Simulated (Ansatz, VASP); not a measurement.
# One calculation of Be16Co, two programs

```
Be Co
1.0
     4.58000    0.00000    0.00000
     2.29000    3.96640    0.00000
     0.00000    0.00000   17.38265
Be Co
16 1
Direct
  0.83333 0.33333 0.05753
  0.33333 0.33333 0.05753
  0.83333 0.83333 0.05753
  0.33333 0.83333 0.05753
  0.99965 0.00083 0.15979
  0.49996 0.00000 0.16006
  0.99957 0.49951 0.15978
  0.50076 0.49965 0.15980
  0.83295 0.33331 0.25827
  0.33533 0.32954 0.25769
  0.82969 0.83521 0.25764
  0.33536 0.83527 0.25776
  0.99354 0.01329 0.35742
  0.50059 0.00003 0.37517
  0.99313 0.49296 0.35709
  0.51273 0.49374 0.35771
  0.16297 0.66649 0.44248
```

Alike in both runs: functional LDA; k mesh 3 × 3 × 1; occupations fermi-dirac, width 0.1 eV; collinear spin.

Ansatz relaxed the structure, and its values are those at the end. VASP's run is a single point on that final structure, the one shown.

|  | VASP | Ansatz |
| --- | --- | --- |
| version | VASP 6.6.1 | Ansatz 0.2.0 |
| potentials or method | VASP PAW LDA potentials, release 64 (Be, Co) | scalar-relativistic, plane waves, PAW |
| plane-wave cutoff (eV) | 520 | 420 |
| valence electrons in the cell | 41 | 49 |

|  | VASP | Ansatz | Ansatz less VASP |
| --- | --- | --- | --- |
| rms of the force components (eV/Å) | 0.095 | 0.025 | -0.0704 |
| net moment per atom (μB) | 0.00 | 0.10 | +0.105 |
| size of the moment on the site where the two differ most (μB) | 0.00 | 1.33 | +1.328 |

The net moments differ so much that the two runs ended in different magnetic states, which moves the other rows too. Site moments also hang on the region over which each program counts them. The two sets of potentials don't hold the same shells in valence. Ansatz warned: «xc_potential_rough_in_thin_density».

Caveats: the k mesh is coarse (spacing up to 0.53 Å⁻¹), so the values aren't converged.
